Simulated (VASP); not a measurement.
OSZICAR of a VASP run on CdSe (wurtzite):

### OSZICAR
```
       N       E                     dE             d eps       ncg     rms          rms(c)
DAV:   1     0.220946444097E+03    0.22095E+03   -0.15941E+04   440   0.138E+03
DAV:   2    -0.217163018275E+02   -0.24266E+03   -0.23766E+03   470   0.343E+02
DAV:   3    -0.358241334242E+02   -0.14108E+02   -0.14023E+02   524   0.843E+01
DAV:   4    -0.359552280691E+02   -0.13109E+00   -0.13101E+00   476   0.798E+00
DAV:   5    -0.359562160055E+02   -0.98794E-03   -0.98776E-03   548   0.628E-01    0.190E+01
DAV:   6    -0.121618301533E+02    0.23794E+02   -0.58534E+01   446   0.107E+02    0.130E+01
DAV:   7    -0.810893393194E+01    0.40529E+01   -0.36627E+00   452   0.193E+01    0.777E+00
DAV:   8    -0.103483233235E+02   -0.22394E+01   -0.56671E+00   440   0.263E+01    0.426E+00
DAV:   9    -0.677787198539E+01    0.35705E+01   -0.20264E+00   440   0.155E+01    0.107E+00
DAV:  10    -0.562909222607E+01    0.11488E+01   -0.14699E+00   440   0.121E+01    0.130E+00
DAV:  11    -0.677281727340E+01   -0.11437E+01   -0.79430E-01   440   0.920E+00    0.155E+00
DAV:  12    -0.681048093905E+01   -0.37664E-01   -0.38194E-02   500   0.241E+00    0.836E-01
DAV:  13    -0.683058854588E+01   -0.20108E-01   -0.16964E-02   440   0.147E+00    0.407E-01
DAV:  14    -0.683149895795E+01   -0.91041E-03   -0.21084E-03   514   0.456E-01    0.247E-01
DAV:  15    -0.683315147691E+01   -0.16525E-02   -0.92821E-04   440   0.293E-01    0.974E-02
DAV:  16    -0.683351768978E+01   -0.36621E-03   -0.37833E-04   464   0.193E-01    0.789E-02
DAV:  17    -0.683334077575E+01    0.17691E-03   -0.14255E-04   452   0.128E-01    0.283E-02
DAV:  18    -0.683359020043E+01   -0.24942E-03   -0.29198E-04   440   0.209E-01    0.227E-02
DAV:  19    -0.683359383944E+01   -0.36390E-05   -0.70900E-06   536   0.268E-02    0.140E-02
DAV:  20    -0.683359765701E+01   -0.38176E-05   -0.11305E-06   298   0.108E-02    0.860E-03
DAV:  21    -0.683359861804E+01   -0.96103E-06   -0.19502E-06   360   0.956E-03
   1 F= -.68335986E+01 E0= -.68335986E+01  d E =-.683360E+01
       N       E                     dE             d eps       ncg     rms          rms(c)
DAV:   1    -0.689840590063E+01   -0.64808E-01   -0.16205E+00   452   0.140E+01    0.213E+00
DAV:   2    -0.683996864725E+01    0.58437E-01   -0.16657E-01   446   0.540E+00    0.710E-01
DAV:   3    -0.683611082573E+01    0.38578E-02   -0.20026E-02   458   0.138E+00    0.676E-01
DAV:   4    -0.683372540701E+01    0.23854E-02   -0.38332E-03   440   0.557E-01    0.121E-01
DAV:   5    -0.683355347363E+01    0.17193E-03   -0.54053E-03   440   0.871E-01    0.104E-01
DAV:   6    -0.683487624317E+01   -0.13228E-02   -0.26814E-03   440   0.560E-01    0.335E-02
DAV:   7    -0.683547915502E+01   -0.60291E-03   -0.15837E-04   458   0.129E-01    0.165E-02
DAV:   8    -0.683557135462E+01   -0.92200E-04   -0.44993E-05   460   0.622E-02    0.940E-03
DAV:   9    -0.683556567501E+01    0.56796E-05   -0.18782E-05   452   0.470E-02    0.353E-03
DAV:  10    -0.683557918680E+01   -0.13512E-04   -0.21687E-06   344   0.181E-02    0.258E-03
DAV:  11    -0.683557968253E+01   -0.49573E-06   -0.29394E-07   238   0.542E-03
   2 F= -.68355797E+01 E0= -.68355797E+01  d E =-.198106E-02
       N       E                     dE             d eps       ncg     rms          rms(c)
DAV:   1    -0.683990219528E+01   -0.43230E-02   -0.10490E-01   452   0.352E+00    0.524E-01
DAV:   2    -0.683619751105E+01    0.37047E-02   -0.11391E-02   446   0.141E+00    0.172E-01
DAV:   3    -0.683596324637E+01    0.23426E-03   -0.13424E-03   452   0.352E-01    0.164E-01
DAV:   4    -0.683571706016E+01    0.24619E-03   -0.26118E-04   440   0.158E-01    0.295E-02
DAV:   5    -0.683574094255E+01   -0.23882E-04   -0.36394E-04   440   0.230E-01    0.307E-02
DAV:   6    -0.683578116537E+01   -0.40223E-04   -0.17289E-04   440   0.143E-01    0.820E-03
DAV:   7    -0.683582257398E+01   -0.41409E-04   -0.83866E-06   482   0.299E-02    0.491E-03
DAV:   8    -0.683583169106E+01   -0.91171E-05   -0.31514E-06   360   0.174E-02    0.264E-03
DAV:   9    -0.683583549231E+01   -0.38012E-05   -0.11700E-06   280   0.122E-02    0.891E-04
DAV:  10    -0.683583472894E+01    0.76336E-06   -0.15324E-07   220   0.404E-03
   3 F= -.68358347E+01 E0= -.68358347E+01  d E =-.223611E-02
```

Question: Which electronic solver shows in the log?

Answer: It is blocked Davidson (ALGO = Normal, or the opening steps of other solvers). The INCAR had ALGO = Normal.

Question: Can the final energy be trusted as converged?

Answer: Self-consistency was reached. It stopped with EDIFF = 1E-6, NELM = 100, NSW = 60 and EDIFFG = -0.02 after 3 ionic steps (MS2 meta-GGA, plane waves, VASP's PBE PAW potentials (set 64)).

The compound is CdSe in the wurtzite structure. This run relaxes it. Symmetry was kept, so distortions that lower it aren't found. The start is the result of an earlier pass.
